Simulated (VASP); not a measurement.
VASP input:

INCAR:
```
ALGO  =  Normal
EDIFF  =  1E-7
ENCUT  =  400
GGA  =  PE
ISIF  =  2
ISMEAR  =  -5
ISPIN  =  2
LASPH  =  .True.
LCHARG  =  .True.
LEFG  =  .True.
LMAXMIX  =  4
LORBIT  =  11
LREAL  =  .False.
LWAVE  =  .False.
MAGMOM  =  1.1 1.1 1.1 1.1 -0.0 -0.0 -0.0 -0.0
NEDOS  =  601
NELM  =  100
PREC  =  Accurate
SYSTEM  =  MnSi
```

**KPOINTS**
```
Automatic mesh
0
Gamma
8 8 8
0 0 0
```

**POSCAR**
```
MnSi
1
    4.5120727663     0.0000000000     0.0000000000
    0.0000000000     4.5120727663    -0.0000000000
    0.0000000000     0.0000000000     4.5120727663
Mn Si
4 4
Direct
  0.8633640384   0.6366359616   0.3633640384
  0.3633640384   0.8633640384   0.6366359616
  0.1366359616   0.1366359616   0.1366359616
  0.6366359616   0.3633640384   0.8633640384
  0.1548004587   0.3451995413   0.6548004587
  0.6548004587   0.1548004587   0.3451995413
  0.8451995413   0.8451995413   0.8451995413
  0.3451995413   0.6548004587   0.1548004587
```

POTCAR, in this order: Mn_pv Si (PBE.64 set). Program: vasp_std.

Q: Write an equivalent input for Ansatz.

A: One equivalent input (not run):
Ansatz 0.2 input:
```yaml
crystal:
  lattice:
    - [4.5120728, 0.0000000, 0.0000000]
    - [0.0000000, 4.5120728, 0.0000000]
    - [0.0000000, 0.0000000, 4.5120728]
  atoms:
    - { symbol: Mn, position: [0.8633640, 0.6366360, 0.3633640], spin: 1.1 }
    - { symbol: Mn, position: [0.3633640, 0.8633640, 0.6366360], spin: 1.1 }
    - { symbol: Mn, position: [0.1366360, 0.1366360, 0.1366360], spin: 1.1 }
    - { symbol: Mn, position: [0.6366360, 0.3633640, 0.8633640], spin: 1.1 }
    - { symbol: Si, position: [0.1548005, 0.3451995, 0.6548005] }
    - { symbol: Si, position: [0.6548005, 0.1548005, 0.3451995] }
    - { symbol: Si, position: [0.8451995, 0.8451995, 0.8451995] }
    - { symbol: Si, position: [0.3451995, 0.6548005, 0.1548005] }
kpoints:
  mp_grid: { grid: [8, 8, 8] }
hamiltonian:
  xc: pbe
  pseudopotentials: { kind: paw }
magnetization: { spin_polarized: true }
scf:
  occupations: { method: tetrahedron }
  max_iter: 100
output: { forces: true, stress: true, eigenvalues: true }
```
The two are equivalent in intent, not identical: each code has its own PAW files, so the cut-off isn't converted (ENCUT is set for VASP's; basis.ecutwfc is left out, and Ansatz then takes the one that its files recommend); Ansatz stops its SCF on the density residual and VASP on the energy change (EDIFF); the field gradients of LEFG aren't asked of the other code.

The compound is MnSi in the B20 structure. It was relaxed first.
